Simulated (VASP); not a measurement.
Input:

```yaml
crystal:
  lattice:
    - [0.00000, 2.50329, 2.50329]
    - [2.50329, 0.00000, 2.50329]
    - [2.50329, 2.50329, 0.00000]
  atoms:
    - { symbol: Ca, position: [0.00000, 0.00000, 0.00000] }
```

All values below come from LDA (Ceperley-Alder, Perdew-Zunger), VASP's LDA PAW potentials (set 64) (plane waves; VASP). Numerical set-up: 500 eV cut-off, 13×13×13 Γ-centred mesh, first-order Methfessel-Paxton smearing of 0.10 eV, potentials Ca_sv.

Predict the energy per atom (σ→0), pressure.

```yaml
energy per atom (σ→0): -2.115 eV/atom
pressure: 4.93 GPa
```

The absolute energy has meaning only against runs of the same code, potentials and settings.

The compound is Ca in the fcc structure. It was relaxed first under an external pressure of 5 GPa.
